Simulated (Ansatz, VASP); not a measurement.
# Zn3SbN3 in two plane-wave programs, part 2 of 2

Wanted: the spread between two codes on one cell, functional and k mesh. The cell is taken from a series of runs on this material, whose earlier steps may have relaxed, scaled, displaced or heated it; both programs get it as it stands.

VASP 6.6.1 and Ansatz 0.2.0.

So far: Starting point; Ansatz: G0W0 gap, PBE.

**3. VASP: G0W0 gap, PBE**

Level of this step: G0W0 on PBE; plane waves and PAW (Zn_sv_GW, Sb_d_GW, N_GW) (VASP).

The same cell, functional and mesh now go to VASP, with its own data sets.

Lines of VASP's logs that name or quote its potential files are left out, and so is its time.

The run reads the wave functions of an earlier VASP run, which isn't shown here.

Contents of INCAR:

```
SYSTEM = Zn3SbN3
PREC = Accurate
ENCUT = 450
ISMEAR = 0
SIGMA = 0.01
LREAL = .FALSE.
GGA = PE
NBANDS = 432
ALGO = EVGW0
NELMGW = 1
ENCUTGW = 140
NOMEGA = 64
PRECFOCK = Fast
NBANDSGW = 64
LWAVE = .FALSE.
LCHARG = .FALSE.
```

Contents of POSCAR:

```
Zn3SbN3
1.0
    3.4278284426     -3.3160805962      0.0000000000
    3.4278284426      3.3160805962      0.0000000000
   -3.2477524045      0.0000000000      4.5561292986
Zn Sb N
3 1 3
Direct
    0.6425850440      0.6425850440      0.1184913329
    0.7560379595      0.3149096301      0.5191363022
    0.3149096301      0.7560379595      0.5191363022
    0.0597748558      0.0597748558      0.0017677219
    0.4121558753      0.9421336584      0.3007163689
    0.9421336584      0.4121558753      0.3007163689
    0.6982629869      0.6982629869      0.8121436130
```

Contents of KPOINTS:

```
Automatic mesh
0
Gamma
4 4 4
0 0 0
```

The projector-augmented-wave data sets are Zn_sv_GW, Sb_d_GW and N_GW (PBE family, release 64).

On the command line:

```console
> mpirun -np 16 vasp_std
```

Numbers of over 12 decimals in the logs are rounded to 6 here.

The log of the run:

```text
[banner, memory and clock lines left out]
running   16 mpi-ranks, on    1 nodes
 distrk:  each k-point on   16 cores,    1 groups
 distr:  one band on    1 cores,   16 groups

 POSCAR found type information on POSCAR ZnSbN
 POSCAR found :  3 types and       7 ions
|                                                                             |
|           W    W    AA    RRRRR   N    N  II  N    N   GGGG   !!!           |
|           W    W   A  A   R    R  NN   N  II  NN   N  G    G  !!!           |
|           W    W  A    A  R    R  N N  N  II  N N  N  G       !!!           |
|           W WW W  AAAAAA  RRRRR   N  N N  II  N  N N  G  GGG   !            |
|           WW  WW  A    A  R   R   N   NN  II  N   NN  G    G                |
|           W    W  A    A  R    R  N    N  II  N    N   GGGG   !!!           |
|                                                                             |
|     For optimal performance we recommend to set                             |
|       NCORE = 2 up to number-of-cores-per-socket                            |
|     NCORE specifies how many cores store one orbital (NPAR=cpu/NCORE).      |
|     This setting can greatly improve the performance of VASP for DFT.       |
|     The default, NCORE=1 might be grossly inefficient on modern             |
|     multi-core architectures or massively parallel machines. Do your        |
|     Unfortunately you need to use the default for GW and RPA                |
|     calculations (for HF NCORE is supported but not extensively tested      |
|     yet).                                                                   |
|                                                                             |

|                                                                             |
|           W    W    AA    RRRRR   N    N  II  N    N   GGGG   !!!           |
|           W    W   A  A   R    R  NN   N  II  NN   N  G    G  !!!           |
|           W    W  A    A  R    R  N N  N  II  N N  N  G       !!!           |
|           W WW W  AAAAAA  RRRRR   N  N N  II  N  N N  G  GGG   !            |
|           WW  WW  A    A  R   R   N   NN  II  N   NN  G    G                |
|           W    W  A    A  R    R  N    N  II  N    N   GGGG   !!!           |
|                                                                             |
|     The default for ENCUTGWSOFT is different in this version of VASP.       |
|     please manually set ENCUTGWSOFT =140 in the INCAR file.                 |
|                                                                             |

 LDA part: xc-table for (Slater+PW92), standard interpolation
 found WAVECAR, reading the header
 POSCAR, INCAR and KPOINTS ok, starting setup
 FFT: planning ... GRIDC
 FFT: planning ... GRID_SOFT
 FFT: planning ... GRID
 reading WAVECAR
 the WAVECAR file was read successfully
 initial charge from wavefunction
 available memory per node:      4.82 GB, setting MAXMEM to      4939

 The Fermi energy was updated, please check that it is located mid-gap
 values below the HOMO (VB) or above the LUMO (CB) will cause erroneous energies
 E-fermi :   4.6978

 calculate exact exchange contribution
 the WAVEDER file was read successfully
|                                                                             |
|           W    W    AA    RRRRR   N    N  II  N    N   GGGG   !!!           |
|           W    W   A  A   R    R  NN   N  II  NN   N  G    G  !!!           |
|           W    W  A    A  R    R  N N  N  II  N N  N  G       !!!           |
|           W WW W  AAAAAA  RRRRR   N  N N  II  N  N N  G  GGG   !            |
|           WW  WW  A    A  R   R   N   NN  II  N   NN  G    G                |
|           W    W  A    A  R    R  N    N  II  N    N   GGGG   !!!           |
|                                                                             |
|     Automatic setting of frequency mesh for GW failed. Frequency mesh       |
|     properly not suitable for determining QP energies. Consider             |
|     increasing number of kpoints.                                           |
|                                                                             |

energies w=
    0.000    0.000    1.340    0.000    2.676    0.000    4.007    0.000
    5.330    0.000    6.642    0.000    7.942    0.000    9.227    0.000
   10.497    0.000   11.751    0.000   12.988    0.000   14.208    0.000
   15.412    0.000   16.601    0.000   17.774    0.000   18.934    0.000
   20.081    0.000   21.217    0.000   22.344    0.000   23.464    0.000
   24.579    0.000   25.690    0.000   26.800    0.000   27.912    0.000
   29.027    0.000   30.149    0.000   31.280    0.000   32.423    0.000
   33.582    0.000   34.759    0.000   35.958    0.000   37.183    0.000
   38.439    0.000   39.729    0.000   41.060    0.000   42.437    0.000
   43.866    0.000   45.354    0.000   46.910    0.000   48.542    0.000
   50.261    0.000   52.079    0.000   54.010    0.000   56.069    0.000
   58.276    0.000   60.653    0.000   63.227    0.000   66.028    0.000
   69.096    0.000   72.477    0.000   76.228    0.000   80.422    0.000
   85.149    0.000   90.524    0.000   96.697    0.000  103.869    0.000
  112.307    0.000  122.383    0.000  134.627    0.000  149.819    0.000
  169.162    0.000  194.600    0.000  229.512    0.000  280.321    0.000
 responsefunction array rank=     416
 LDA part: xc-table for (Slater+PW92), standard interpolation

 min. memory requirement per mpi rank    591.1 MB, per node   9457.1 MB

 allocating   4 responsefunctions rank=   416
 shmem allocating  64 responsefunctions rank=   416
 response function shared by NCSHMEM nodes    1
 Doing            4  frequencies on each core in blocks of           64
NQ=   1    0.0000    0.0000    0.0000,
|.........|.........|.........|.........|.........|.........|.........|.........
 performed       3556000 updates of chi_q(r,r)
 total number of BLAS operations       4805.77 Gflops
NQ=   2    0.2500   -0.0000    0.0000,
|.........|.........|.........|.........|.........|.........|.........|.........
 performed       9324000 updates of chi_q(r,r)
 total number of BLAS operations      12041.97 Gflops
NQ=   3    0.5000   -0.0000    0.0000,
|.........|.........|.........|.........|.........|.........|.........|.........
 performed      13654000 updates of chi_q(r,r)
 total number of BLAS operations      17203.63 Gflops
NQ=   4    0.2500    0.2500    0.0000,
|.........|.........|.........|.........|.........|.........|.........|.........
 performed      18094000 updates of chi_q(r,r)
 total number of BLAS operations      22552.10 Gflops
NQ=   5    0.5000    0.2500    0.0000,
|.........|.........|.........|.........|.........|.........|.........|.........
 performed      23862000 updates of chi_q(r,r)
 total number of BLAS operations      29570.68 Gflops
NQ=   6   -0.2500    0.2500    0.0000,
|.........|.........|.........|.........|.........|.........|.........|.........
 performed      28524000 updates of chi_q(r,r)
 total number of BLAS operations      35185.55 Gflops
NQ=   7    0.5000    0.5000    0.0000,
|.........|.........|.........|.........|.........|.........|.........|.........
 performed      32080000 updates of chi_q(r,r)
 total number of BLAS operations      39337.05 Gflops
NQ=   8    0.0000    0.0000    0.2500,
|.........|.........|.........|.........|.........|.........|.........|.........
 performed      36520000 updates of chi_q(r,r)
 total number of BLAS operations      45021.48 Gflops
NQ=   9    0.2500   -0.0000    0.2500,
|.........|.........|.........|.........|.........|.........|.........|.........
 performed      42288000 updates of chi_q(r,r)
 total number of BLAS operations      52112.23 Gflops
NQ=  10    0.5000   -0.0000    0.2500,
|.........|.........|.........|.........|.........|.........|.........|.........
 performed      48056000 updates of chi_q(r,r)
 total number of BLAS operations      59130.81 Gflops
NQ=  11   -0.2500    0.0000    0.2500,
|.........|.........|.........|.........|.........|.........|.........|.........
 performed      53824000 updates of chi_q(r,r)
 total number of BLAS operations      66330.51 Gflops
NQ=  12    0.2500    0.2500    0.2500,
|.........|.........|.........|.........|.........|.........|.........|.........
 performed      58264000 updates of chi_q(r,r)
 total number of BLAS operations      71762.02 Gflops
NQ=  13    0.5000    0.2500    0.2500,
|.........|.........|.........|.........|.........|.........|.........|.........
 performed      64032000 updates of chi_q(r,r)
 total number of BLAS operations      78925.31 Gflops
NQ=  14   -0.2500    0.2500    0.2500,
|.........|.........|.........|.........|.........|.........|.........|.........
 performed      69800000 updates of chi_q(r,r)
 total number of BLAS operations      85872.09 Gflops
NQ=  15    0.5000    0.5000    0.2500,
|.........|.........|.........|.........|.........|.........|.........|.........
 performed      74240000 updates of chi_q(r,r)
 total number of BLAS operations      91193.03 Gflops
NQ=  16   -0.2500    0.5000    0.2500,
|.........|.........|.........|.........|.........|.........|.........|.........
 performed      80008000 updates of chi_q(r,r)
 total number of BLAS operations      98104.05 Gflops
NQ=  17   -0.2500   -0.2500    0.2500,
|.........|.........|.........|.........|.........|.........|.........|.........
 performed      84448000 updates of chi_q(r,r)
 total number of BLAS operations     103647.26 Gflops
NQ=  18    0.0000    0.0000    0.5000,
|.........|.........|.........|.........|.........|.........|.........|.........
 performed      88004000 updates of chi_q(r,r)
 total number of BLAS operations     107798.76 Gflops
NQ=  19    0.2500   -0.0000    0.5000,
|.........|.........|.........|.........|.........|.........|.........|.........
 performed      93772000 updates of chi_q(r,r)
 total number of BLAS operations     114745.54 Gflops
NQ=  20    0.5000   -0.0000    0.5000,
|.........|.........|.........|.........|.........|.........|.........|.........
 performed      98102000 updates of chi_q(r,r)
 total number of BLAS operations     119907.20 Gflops
NQ=  21    0.2500    0.2500    0.5000,
|.........|.........|.........|.........|.........|.........|.........|.........
 performed     102542000 updates of chi_q(r,r)
 total number of BLAS operations     125366.53 Gflops
NQ=  22    0.5000    0.2500    0.5000,
|.........|.........|.........|.........|.........|.........|.........|.........
 performed     108310000 updates of chi_q(r,r)
 total number of BLAS operations     132277.55 Gflops
NQ=  23   -0.2500    0.2500    0.5000,
|.........|.........|.........|.........|.........|.........|.........|.........
 performed     112972000 updates of chi_q(r,r)
 total number of BLAS operations     138008.78 Gflops
NQ=  24    0.5000    0.5000    0.5000,
|.........|.........|.........|.........|.........|.........|.........|.........
 performed     116528000 updates of chi_q(r,r)
 total number of BLAS operations     142380.48 Gflops
 resolving degeneracies of screened two electron integrals

 calculate QP shifts <psi_nk| G(iteration)W_0 |psi_nk>: iteration 1
 entering main loop
```

From OUTCAR (step 3):

```text
ion  position               nearest neighbor table
   1  0.643  0.643  0.118-   7 1.96   6 1.98   5 1.98
   2  0.756  0.315  0.519-   6 1.98   7 1.99   5 2.01
   3  0.315  0.756  0.519-   5 1.98   7 1.99   6 2.01
   4  0.060  0.060  0.002-   7 2.05   6 2.08   5 2.08
   5  0.412  0.942  0.301-   3 1.98   1 1.98   2 2.01   4 2.08
   6  0.942  0.412  0.301-   2 1.98   1 1.98   3 2.01   4 2.08
   7  0.698  0.698  0.812-   1 1.96   2 1.99   3 1.99   4 2.05

  LATTYP: Found a base centered monoclinic cell.
 ALAT       =     6.8556568852
 B/A-ratio  =     0.9673998135
 C/A-ratio  =     0.8161428353
 COS(beta)  =    -0.5804538109

 Subroutine GETGRP returns: Found  2 space group operations
 (whereof  2 operations were pure point group operations)

The static configuration has the point symmetry C_1h.

 Found     24 irreducible k-points:

   k-points           NKPTS =     24   k-points in BZ     NKDIM =     64   number of bands    NBANDS=    432

   dimension x,y,z NGX =    36 NGY =   36 NGZ =   40
   dimension x,y,z NGXF=    72 NGYF=   72 NGZF=   80

   ENCUT  =  450.0 eV  33.07 Ry    5.75 a.u.   8.25  8.25  9.68*2*pi/ulx,y,z

   NELECT =      90.0000    total number of electrons

  energy-cutoff  :      450.00
  volume of cell :      103.58
      direct lattice vectors                 reciprocal lattice vectors
     3.427828443 -3.316080596  0.000000000     0.145864943 -0.150780412  0.103977124
     3.427828443  3.316080596  0.000000000     0.145864943  0.150780412  0.103977124
    -3.247752404  0.000000000  4.556129299     0.000000000  0.000000000  0.219484552

 k-points in reciprocal lattice and weights: Automatic mesh
   0.00000000  0.00000000  0.00000000       0.016
   0.25000000 -0.00000000  0.00000000       0.062
   0.50000000 -0.00000000  0.00000000       0.031
   0.25000000  0.25000000  0.00000000       0.031
   0.50000000  0.25000000  0.00000000       0.062
  -0.25000000  0.25000000  0.00000000       0.031
   0.50000000  0.50000000  0.00000000       0.016
   0.00000000  0.00000000  0.25000000       0.031
   0.25000000 -0.00000000  0.25000000       0.062
[...]
-0.25000000  0.25000000  0.50000000       0.031
   0.50000000  0.50000000  0.50000000       0.016

 E-fermi :   4.6978

 QP shifts <psi_nk| G(iteration)W_0 |psi_nk>: iteration 1
 for sc-GW calculations column KS-energies equals QP-energies in previous step
 and V_xc(KS)=  KS-energies - (<T + V_ion + V_H > + <T+V_H+V_ion>^1  + <V_x>^1)
 k-point   1 :       0.0000    0.0000    0.0000
  band No.  KS-energies  QP-energies   sigma(KS)   V_xc(KS)     V^pw_x(r,r')   Z            occupation Imag(sigma)
    ...
     42       1.4539       0.5876     -16.9850     -15.8521     -20.3539       0.7646       2.0000       0.6549
     43       2.7691       1.9621     -17.7538     -16.7082     -20.6395       0.7717       2.0000       0.4911
     44       3.0905       2.3190     -19.3506     -18.3415     -22.6042       0.7646       2.0000       0.5057
     45       3.4257       2.6729     -19.4171     -18.4379     -22.5082       0.7688       2.0000       0.4640
     46       6.2700       6.6855     -12.0778     -12.5927      -8.7629       0.8068       0.0000      -0.3555
     47       7.1957       7.7133     -14.0864     -14.7378     -11.0089       0.7945       0.0000      -0.3653
     48       7.9934       8.6751     -12.6146     -13.4741      -8.8115       0.7932       0.0000      -0.4738
     49       8.3719       8.9179     -11.6261     -12.3054      -7.8036       0.8037       0.0000      -0.4690
    ...

 k-point   2 :       0.2500   -0.0000    0.0000
  band No.  KS-energies  QP-energies   sigma(KS)   V_xc(KS)     V^pw_x(r,r')   Z            occupation Imag(sigma)
    ...
     42       1.8102       0.9634     -17.9335     -16.8282     -21.1986       0.7662       2.0000       0.5888
     43       2.5545       1.7009     -19.2217     -18.1082     -22.5778       0.7665       2.0000       0.5380
     44       3.0105       2.2197     -19.4988     -18.4637     -22.8384       0.7640       2.0000       0.5193
     45       3.7535       3.0797     -18.3846     -17.5114     -21.0022       0.7716       2.0000       0.4182
     46       6.3484       6.7899     -12.5526     -13.1046      -9.4078       0.7999       0.0000      -0.3460
     47       7.1555       7.6745     -12.2420     -12.8906      -8.7708       0.8002       0.0000      -0.3955
     48       7.5964       8.1286     -12.1950     -12.8594      -8.5847       0.8011       0.0000      -0.4293
     49       8.3839       9.0178     -12.3501     -13.1416      -8.4547       0.8009       0.0000      -0.4704
    ...

 k-point   3 :       0.5000   -0.0000    0.0000
  band No.  KS-energies  QP-energies   sigma(KS)   V_xc(KS)     V^pw_x(r,r')   Z            occupation Imag(sigma)
    ...
     42       1.8818       0.9343     -19.8590     -18.6208     -23.5919       0.7652       2.0000       0.5931
     43       2.6957       1.9260     -18.6209     -17.6114     -21.8549       0.7625       2.0000       0.5428
     44       2.7425       1.9307     -18.1570     -17.1036     -21.0840       0.7706       2.0000       0.4947
     45       3.9325       3.2626     -19.2467     -18.3755     -22.0469       0.7689       2.0000       0.4297
     46       6.0888       6.5279     -12.1629     -12.7121      -9.0267       0.7996       0.0000      -0.3388
     47       7.1793       7.6670     -11.4248     -12.0309      -7.8188       0.8047       0.0000      -0.4054
     48       7.6518       8.2452     -12.5006     -13.2468      -8.8650       0.7953       0.0000      -0.4462
     49       9.5502      10.3632     -12.7632     -13.7853      -8.4338       0.7954       0.0000      -0.5366
    ...

 k-point   4 :       0.2500    0.2500    0.0000
  band No.  KS-energies  QP-energies   sigma(KS)   V_xc(KS)     V^pw_x(r,r')   Z            occupation Imag(sigma)
    ...
     42       2.0854       1.1985     -17.5261     -16.3816     -20.4256       0.7750       2.0000       0.5302
     43       2.5151       1.7779     -18.8655     -17.8978     -22.1356       0.7618       2.0000       0.5435
     44       3.3269       2.6153     -19.6214     -18.6861     -22.8934       0.7609       2.0000       0.5061
     45       3.3553       2.6330     -17.1780     -16.2481     -19.6146       0.7768       2.0000       0.4240
     46       6.3898       6.8667     -12.4548     -13.0508      -9.2281       0.8000       0.0000      -0.3544
     47       7.0180       7.5118     -12.4495     -13.0661      -9.0548       0.8007       0.0000      -0.3820
     48       7.3083       7.9064     -12.5827     -13.3352      -9.0285       0.7949       0.0000      -0.4205
     49       9.0396       9.7105     -12.1040     -12.9397      -7.9548       0.8028       0.0000      -0.5090
    ...

[... 4 further parts left out ...]
```

**4. Side by side**

Known differences besides the potentials themselves: fixed occupations in Ansatz, narrow Gaussian smearing in VASP; the data sets hold 66 valence electrons in Ansatz (on its PAW soft_1 files) and 90 in VASP; the cutoff is 420 eV in Ansatz and 450 eV in VASP; VASP leaves aspherical gradient terms in its spheres out (LASPH is not set), Ansatz keeps them; Ansatz integrates over frequency by contour deformation, VASP on a grid of NOMEGA points; Ansatz's G0W0 levels solve the quasiparticle equation, VASP's are linearised. Total energies have different zeros and are not compared.

Both answers:

| quantity | Ansatz | VASP | difference |
| --- | --- | --- | --- |
| G0W0 gap on the mesh (eV) | 2.09 | 2.41 | -0.32 |
| Kohn-Sham gap under it (eV) | 1.41 | 1.41 | 0.00 |

VASP's log warns that its frequency grid doesn't suit quasiparticle energies on this mesh.

**5. Outcome**

```
difference in G0W0 gap on the mesh (G0W0 gap, PBE) : -0.32 eV
```

The difference in G0W0 gap on the mesh is -0.32 eV (G0W0 gap, PBE). The data sets hold unlike numbers of valence electrons (66 in Ansatz and 90 in VASP), so part of the differences comes from the potentials. Part of the difference in the G0W0 gap can come from VASP's linearised levels. How closely two codes agree says nothing of how well the functional describes the real material.

[Lines on the potential files, build, host, timing and source positions are cut from VASP's logs without a mark.]

[Logs are printed without paths, hosts, clocks, repeated set-up lines and the standing remarks that a program may print on its own settings, such as how far it seeks lower states.]

[Hosts, paths, dates, database ids (printed as entryN), source tags and the programs' standing remarks are cut or masked in the printed files.]
